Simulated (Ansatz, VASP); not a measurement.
**Mo2H2NO2 (Mo2N(OH)2 MXene monolayer): VASP beside Ansatz**

Aim: how closely do two programs agree when they are given the same cell, functional and k mesh? The cell is taken from a series of runs on this material, whose earlier steps may have relaxed, scaled, displaced or heated it; both programs get it as it stands.

Program: Ansatz 0.2.0. Level of theory: plane waves, with VASP 6.6.1 beside it; PBEsol with D3(BJ) and PBE, spin-orbit coupling. Results are calculated unless marked as measured.

**1. Set-up**

The cell holds 7 atoms: 2 H, 2 O, 2 Mo and 1 N. Its edges and angles: a = 2.776 Å, b = 2.776 Å, c = 25.675 Å, α = 90.0°, β = 90.0°, γ = 120.0°. Vacuum lies along c.

**2. Ansatz: single point, PBEsol with D3(BJ)**

Ansatz runs on its PAW soft_1 files.

With cell and atoms fixed, the geometry can't cause a difference; cores, projectors, grids and the points listed under the comparison can.

input.yaml

```yaml
crystal:
  lattice:
    - [2.7759165891, 0.0, 0.0]
    - [-1.3879582946, 2.404014285, 0.0]
    - [0.0, 0.0, 25.6745924328]
  atoms:
    - { symbol: H, position: [0.3333333333, 0.6666666667, 0.3505411049] }
    - { symbol: O, position: [0.3333333333, 0.6666666667, 0.3888334296] }
    - { symbol: Mo, position: [0.6666666667, 0.3333333333, 0.4439513979] }
    - { symbol: "N", position: [0.0, 0.0, 0.5] }
    - { symbol: Mo, position: [0.3333333333, 0.6666666667, 0.5560486021] }
    - { symbol: O, position: [0.6666666667, 0.3333333333, 0.6111665704] }
    - { symbol: H, position: [0.6666666667, 0.3333333333, 0.6494588951] }
kpoints:
  mp_grid: { grid: [18, 18, 1] }
  band_path:
    path: [[0, 0, 0], [0.5, 0, 0], [0.33333333, 0.33333333, 0], [0, 0, 0]]
    npoints: 16
hamiltonian:
  xc: pbesol
  dispersion: d3bj
  pseudopotentials: { kind: paw, azcp: { folder: soft_1 }, xc_functional: pbe }
scf:
  occupations: { method: fermi_dirac, width: 0.02585 }
  convergence: { dr2_threshold: 1.0e-10 }
efield:
  axis: 3
  dipole_correction: true
  ramp_position: 0.97
  ramp_width: 0.06
  amplitude: 0
output:
  dos: { projected: true, e_range: [-6, 5] }
  bader: true
  write_potential: true
  write_density: true
  volumetric_format: npy
  elf: true
```

Command:

```bash
> ansatz run input.yaml --threads 4 --pin off --max-ram 6144MiB --backend cpu --events-out ev --progress --plain --runs-dir out
```

Numbers of over 12 decimals in the logs are rounded to 6 here.

The program printed:

```text
Engine: ansatz 0.2.0, aarch64-unknown-linux-gnu
Pseudopotentials: kind: paw
Pseudopotential: H, paw, valence charge 1, recommended cutoff 420 eV (normal), soft_1/H.paw.azcp
Pseudopotential: O, paw, valence charge 6, recommended cutoff 420 eV (normal), soft_1/O.paw.azcp
Pseudopotential: Mo, paw, valence charge 14, recommended cutoff 420 eV (normal), soft_1/Mo.paw.azcp
Pseudopotential: N, paw, valence charge 5, recommended cutoff 420 eV (normal), soft_1/N.paw.azcp
Functional definition: PBEsol
  exchange = pbesol_x
  correlation = pbesol_c
Crystal: 7 atoms, lattice volume = 171.335 Å³
Basis set: ecut = 420 eV, 3361 PW (Γ)
Bands: 31, of which v1, the nominal top of the filled ones, is band 24 counted from 1 (23 counted from 0)
Symmetry: 6 space group operations
k-points: 37 of 324 (time reversal used)
Non-local potential: H, projectors of the file, l = 0: 2, l = 1: 1
Non-local potential: O, projectors of the file, l = 0: 2, l = 1: 2, l = 2: 1
Non-local potential: Mo, projectors of the file, l = 0: 3, l = 1: 2, l = 2: 2, l = 3: 1
Non-local potential: N, projectors of the file, l = 0: 2, l = 1: 2, l = 2: 1
PAW form: soft (Blöchl's): semilocal exchange-correlation on the pseudo side does not see the compensation charge
PAW frozen core: O, regenerated for the run's functional, and the local potential with it (the file was generated under x = pbe(κ = 0.804, μ = 0.219515), c = pbe(β = 0.066725))
PAW frozen core: Mo, regenerated for the run's functional, and the local potential with it (the file was generated under x = pbe(κ = 0.804, μ = 0.219515), c = pbe(β = 0.066725))
PAW frozen core: N, regenerated for the run's functional, and the local potential with it (the file was generated under x = pbe(κ = 0.804, μ = 0.219515), c = pbe(β = 0.066725))
PAW one-centre angular grid: H, 110 points (default); XC on 64 Gauss nodes
PAW one-centre angular grid: O, 110 points (default); XC on 64 Gauss nodes
PAW one-centre angular grid: Mo, 590 points (default); XC on 64 Gauss nodes
PAW one-centre angular grid: N, 110 points (default); XC on 64 Gauss nodes
Initial density: superposition of atomic densities (neutral atoms: chi_scale 0, normalization atom)
Initial wavefunctions: pseudopotential atomic-orbital guess
Functional: x = pbesol(κ = 0.804, μ = 0.123457), c = pbesol(β = 0.046)
SCF iter   1: F=—  HF=-11334.752591 eV  |F-HF|=—  |Δ(HF+E_count)|=         —  Δρ=1.11e-1  dr2=2.66e1  ethr=3.10e-3  p=0.000 e·Å  D=6.07e-14 V/Å  ΔV_dip=-0.00 eV  dr2_dipole=2.44e-8  V_vac-E_F(+/−)=5.42/5.42 eV  ⟨swp⟩=9.3  Hψ=6145  notcnv=0
efield: sawtooth ramp at fractional position 0.9700 (set: `efield.ramp_position`, or a place that a band, a saddle search or an elastic batch's reference lends), width 0.0600; the density the first Hamiltonian is built on has a dipole p = 0.000 e·Å; the dipole correction subtracts the counter field D = 6.07e-14 V/Å, which shifts the + side's vacuum level by -0.00 eV against the − side's; the planar-averaged density in the ramp window peaks in size at 2.9e-7 e/Å³
preconditioner: auto → LDOS  [insulator: Δε(μ)=0.072 eV  Ē_g=12.898 eV  σ=0.026 eV  W_gap=0.52  n_scr=16 (ndim 8)  ℏωp=15.8 eV  f_vac=0.617  D(μ)=1.06/eV (n_scr^D=8)  ε∞_Penn≈2.5  β→1.0]
SCF iter   2: F=—  HF=-11362.999717 eV  |F-HF|=—  |Δ(HF+E_count)|=    2.82e1  Δρ=2.20e-1  dr2=1.35e3  ethr=3.10e-3  p=0.000 e·Å  D=6.16e-5 V/Å  ΔV_dip=-0.00 eV  dr2_dipole=5.38e-5  V_vac-E_F(+/−)=-3.69/-3.68 eV  ⟨swp⟩=9.1  Hψ=5410  notcnv=0  defer=77  recentre
SCF iter   3: F=—  HF=-11329.666489 eV  |F-HF|=—  |Δ(HF+E_count)|=    3.33e1  Δρ=5.28e-2  dr2=7.93e0  ethr=3.10e-3  p=-0.000 e·Å  D=-9.75e-6 V/Å  ΔV_dip=0.00 eV  dr2_dipole=2.15e-9  V_vac-E_F(+/−)=4.84/4.84 eV  ⟨swp⟩=5.5  Hψ=5323  notcnv=0  defer=22
SCF iter   4: F=—  HF=-11327.946058 eV  |F-HF|=—  |Δ(HF+E_count)|=    1.72e0  Δρ=6.33e-3  dr2=7.12e-1  ethr=3.10e-3  p=-0.000 e·Å  D=-1.15e-4 V/Å  ΔV_dip=0.00 eV  dr2_dipole=8.77e-8  V_vac-E_F(+/−)=7.72/7.75 eV  ⟨swp⟩=4.4  Hψ=3216  notcnv=0  defer=57
SCF iter   5: F=—  HF=-11327.872588 eV  |F-HF|=—  |Δ(HF+E_count)|=   7.35e-2  Δρ=2.93e-3  dr2=5.39e-1  ethr=1.52e-3  p=-0.000 e·Å  D=-8.11e-5 V/Å  ΔV_dip=0.00 eV  dr2_dipole=3.26e-8  V_vac-E_F(+/−)=7.16/7.19 eV  ⟨swp⟩=2.6  Hψ=1723  notcnv=0  defer=54
SCF iter   6: F=—  HF=-11327.839191 eV  |F-HF|=—  |Δ(HF+E_count)|=   3.34e-2  Δρ=2.02e-3  dr2=4.58e-1  ethr=1.15e-3  p=-0.000 e·Å  D=-7.86e-5 V/Å  ΔV_dip=0.00 eV  dr2_dipole=2.19e-8  V_vac-E_F(+/−)=6.73/6.76 eV  ⟨swp⟩=1.6  Hψ=1148  notcnv=0  defer=53
SCF iter   7: F=—  HF=-11327.795005 eV  |F-HF|=—  |Δ(HF+E_count)|=   4.42e-2  Δρ=1.72e-3  dr2=3.35e-1  ethr=9.74e-4  p=-0.000 e·Å  D=-6.59e-5 V/Å  ΔV_dip=0.00 eV  dr2_dipole=1.24e-8  V_vac-E_F(+/−)=6.09/6.12 eV  ⟨swp⟩=1.5  Hψ=1113  notcnv=0  defer=53
SCF iter   8: F=—  HF=-11327.719452 eV  |F-HF|=—  |Δ(HF+E_count)|=   7.56e-2  Δρ=3.16e-3  dr2=2.13e-1  ethr=7.12e-4  p=-0.000 e·Å  D=-2.11e-5 V/Å  ΔV_dip=0.00 eV  dr2_dipole=1.11e-8  V_vac-E_F(+/−)=3.83/3.84 eV  ⟨swp⟩=4.2  Hψ=1815  notcnv=0  defer=54
SCF iter   9: F=—  HF=-11327.756061 eV  |F-HF|=—  |Δ(HF+E_count)|=   3.66e-2  Δρ=1.23e-3  dr2=1.65e-1  ethr=4.54e-4  p=-0.000 e·Å  D=-5.30e-5 V/Å  ΔV_dip=0.00 eV  dr2_dipole=3.79e-8  V_vac-E_F(+/−)=5.43/5.45 eV  ⟨swp⟩=3.9  Hψ=1593  notcnv=0  defer=54
SCF iter  10: F=—  HF=-11327.715860 eV  |F-HF|=—  |Δ(HF+E_count)|=   4.02e-2  Δρ=3.11e-3  dr2=2.20e-1  ethr=3.51e-4  p=-0.000 e·Å  D=-2.28e-5 V/Å  ΔV_dip=0.00 eV  dr2_dipole=1.27e-8  V_vac-E_F(+/−)=3.35/3.36 eV  ⟨swp⟩=4.0  Hψ=1799  notcnv=0  defer=50
[...]
SCF iter  12: F=—  HF=-11327.704378 eV  |F-HF|=—  |Δ(HF+E_count)|=   2.11e-3  Δρ=5.97e-4  dr2=4.21e-3  ethr=1.14e-4  p=-0.000 e·Å  D=-5.92e-6 V/Å  ΔV_dip=0.00 eV  dr2_dipole=3.47e-12  V_vac-E_F(+/−)=2.92/2.92 eV  ⟨swp⟩=3.3  Hψ=1479  notcnv=0  defer=49
SCF iter  13: F=—  HF=-11327.704295 eV  |F-HF|=—  |Δ(HF+E_count)|=   8.27e-5  Δρ=2.22e-4  dr2=1.45e-3  ethr=8.96e-6  p=-0.000 e·Å  D=-1.93e-6 V/Å  ΔV_dip=0.00 eV  dr2_dipole=2.85e-10  V_vac-E_F(+/−)=2.71/2.71 eV  ⟨swp⟩=2.3  Hψ=1481  notcnv=0  defer=50
SCF iter  14: F=—  HF=-11327.704353 eV  |F-HF|=—  |Δ(HF+E_count)|=   5.77e-5  Δρ=1.45e-4  dr2=6.85e-4  ethr=3.09e-6  p=-0.000 e·Å  D=-9.80e-7 V/Å  ΔV_dip=0.00 eV  dr2_dipole=1.42e-11  V_vac-E_F(+/−)=2.59/2.59 eV  ⟨swp⟩=2.5  Hψ=1501  notcnv=0  defer=50
SCF iter  15: F=—  HF=-11327.704341 eV  |F-HF|=—  |Δ(HF+E_count)|=   1.20e-5  Δρ=3.34e-5  dr2=3.12e-6  ethr=1.46e-6  p=0.000 e·Å  D=4.52e-8 V/Å  ΔV_dip=-0.00 eV  dr2_dipole=6.00e-15  V_vac-E_F(+/−)=2.53/2.53 eV  ⟨swp⟩=1.8  Hψ=1165  notcnv=0  defer=50
SCF iter  16: F=—  HF=-11327.704344 eV  |F-HF|=—  |Δ(HF+E_count)|=   2.77e-6  Δρ=1.37e-5  dr2=2.38e-6  ethr=6.64e-9  p=-0.000 e·Å  D=-1.34e-9 V/Å  ΔV_dip=0.00 eV  dr2_dipole=1.84e-12  V_vac-E_F(+/−)=2.52/2.52 eV  ⟨swp⟩=2.7  Hψ=1972  notcnv=0  defer=50
SCF iter  17: F=—  HF=-11327.704345 eV  |F-HF|=—  |Δ(HF+E_count)|=   7.44e-7  Δρ=4.82e-6  dr2=4.66e-7  ethr=5.07e-9  p=-0.000 e·Å  D=-8.57e-9 V/Å  ΔV_dip=0.00 eV  dr2_dipole=1.16e-12  V_vac-E_F(+/−)=2.52/2.52 eV  ⟨swp⟩=2.0  Hψ=1454  notcnv=0  defer=50
SCF iter  18: F=—  HF=-11327.704345 eV  |F-HF|=—  |Δ(HF+E_count)|=   1.48e-7  Δρ=1.65e-6  dr2=3.70e-8  ethr=9.91e-10  p=0.000 e·Å  D=1.73e-8 V/Å  ΔV_dip=-0.00 eV  dr2_dipole=4.80e-15  V_vac-E_F(+/−)=2.52/2.52 eV  ⟨swp⟩=2.1  Hψ=1343  notcnv=0  defer=50
SCF iter  19: F=—  HF=-11327.704345 eV  |F-HF|=—  |Δ(HF+E_count)|=   1.14e-8  Δρ=5.92e-7  dr2=4.49e-9  ethr=7.86e-11  p=0.000 e·Å  D=1.69e-8 V/Å  ΔV_dip=-0.00 eV  dr2_dipole=1.56e-15  V_vac-E_F(+/−)=2.52/2.52 eV  ⟨swp⟩=2.4  Hψ=1587  notcnv=0  defer=50
SCF iter  20: F=—  HF=-11327.704345 eV  |F-HF|=—  |Δ(HF+E_count)|=  4.58e-10  Δρ=1.71e-7  dr2=1.35e-10  ethr=9.56e-12  p=0.000 e·Å  D=1.25e-8 V/Å  ΔV_dip=-0.00 eV  dr2_dipole=2.74e-15  V_vac-E_F(+/−)=2.52/2.52 eV  ⟨swp⟩=2.1  Hψ=1369  notcnv=0  defer=50
SCF iter  21: F=-11327.704345 eV  HF=-11327.704345 eV  |F-HF|=2.18e-11  |Δ(HF+E_count)|=  1.16e-10  Δρ=5.33e-8  dr2=7.38e-12  ethr=1.00e-12  p=0.000 e·Å  D=8.38e-9 V/Å  ΔV_dip=-0.00 eV  dr2_dipole=1.06e-15  V_vac-E_F(+/−)=2.52/2.52 eV  ⟨swp⟩=11.7  Hψ=4320  notcnv=0
SCF 1 converged in 21 iterations: F = -11327.704345 eV  dr2 = 7.38e-12
  greatest PAW one-centre occupation: 0.999 electrons in one spin orbital (limit 2), on the Mo atom at site 4 (counted from 0), in its partial waves of l = 0
NSCF: frozen V_eff on 49 k-points
efield: sawtooth ramp at fractional position 0.9700 (kept from the solve that this one continues, or follows in the run), width 0.0600; the density the first Hamiltonian is built on has a dipole p = 0.000 e·Å; the dipole correction subtracts the counter field D = 8.38e-9 V/Å, which shifts the + side's vacuum level by -0.00 eV against the − side's; the planar-averaged density in the ramp window peaks in size at 1.7e-6 e/Å³
WARN: The output density's exchange-correlation potential varies sharply where the density is thin. Do not read a vacuum level from v_tot or v_xc, or from such a field of the output density. On a cell that repeats whose density bears no net charge and no dipole along the vacuum's axis use v_es (v_loc + v_h of the components); under efield.dipole_correction with no amplitude use v_es + v_field, which holds any externa [...]
SCF converged after 21 iterations
Free energy (F): -11327.704345 eV
Harris-Foulkes:  -11327.704345 eV  (|F-HF|=2.18e-11)
Internal energy: -11327.698790 eV  (E = F + TS)
E sigma→0 (E₀):  -11327.701568 eV
Entropy (-TS):   -0.005555 eV (-0.794 meV/atom)
Fermi energy:    3.838376 eV
Dipole field:    D = -0.000000 V/Å  (p = -0.000000 e·Å, saw-weighted, corrected)
Work function:   Φ+ = 2.5201 eV   Φ− = 2.5201 eV
Levels:          The Fermi level and band energies are counted from a zero that moves with the ramp; work functions are not
--- Per-component energies (eV) ---
  E_band       = -766.048165
  E_kinetic    = 1343.514722
  E_local      = -70100.844498  (includes V_loc(G=0)·N_el)
  E_nonlocal   = 444.645646
  E_hartree    = 34347.469677
  E_xc         = -567.827933
  E_vxc        = -717.265759  (∫ρ·V_xc dr)
  E_paw        = -6748.033945  (= ΣΔE_a)
  E_vpaw       = -431.037869  (= ΣTr[D̂ρ^β])
  E_aug_tail   = 0.000620  (compensation charges beyond the density's cutoff)
  E_efield     = 0.000000  (sawtooth field / dipole correction)
  E_vefield    = 0.000000  (∫n·V_field dr)
  E_ewald      = 29954.082060
  E_disp       = -1.222415  (pairwise vdW)
  E_core_change = 0.517275  (= ΣΔE_core)
  E_smearing   = -0.005555  (= −TS)
  E_closure    = -0.000000  (closes the sum)
  Σ components = -11327.704345   (vs F -11327.704345, Δ=0.00e0)
--- Band table (eV; the first three rows and the last of 37) ---
  k-point 0: bands = [... 20 lower, 0.4707, 2.3984, 2.5018, 2.5018, 3.5708, 3.5708, 3.6558, 3.6882, ... 3 higher]
  k-point 1: bands = [... 20 lower, 0.3923, 2.2388, 2.5756, 2.5824, 3.5015, 3.6377, 3.7197, 3.7538, ... 3 higher]
  k-point 2: bands = [... 20 lower, 0.2062, 1.9053, 2.6968, 2.7925, 3.3178, 3.8256, 3.8760, 4.0053, ... 3 higher]
  k-point 36: bands = [... 20 lower, 2.7870, 3.3561, 3.3561, 3.6866, 5.0043, 5.0043, 6.6982, 6.6982, ... 3 higher]
--- Bader charges: 7 sites ---
  site symbol  charge [e]  shift [e]
     0      H      0.4925     0.0040
     1      O     -1.1842     0.0031
     2     Mo      1.3927     0.0017
     3      N     -1.4020     0.0018
     4     Mo      1.3927     0.0017
     5      O     -1.1842     0.0031
     6      H      0.4925     0.0040
  estimated error of the sums over rays = 4.2e-4 e
```

Reading the cycles: dr2 is the Hartree energy of the density residual (eV), the measure of convergence; HF is the Harris–Foulkes estimate of the energy, which meets the free energy F at convergence.

(Part 1 of 2 ends here.)

[Lines on the potential files, build, host, timing and source positions are cut from VASP's logs without a mark.]

[Logs are printed without paths, hosts, clocks, repeated set-up lines and the standing remarks that a program may print on its own settings, such as how far it seeks lower states.]

[Hosts, paths, dates, database ids (printed as entryN), source tags and the programs' standing remarks are cut or masked in the printed files.]
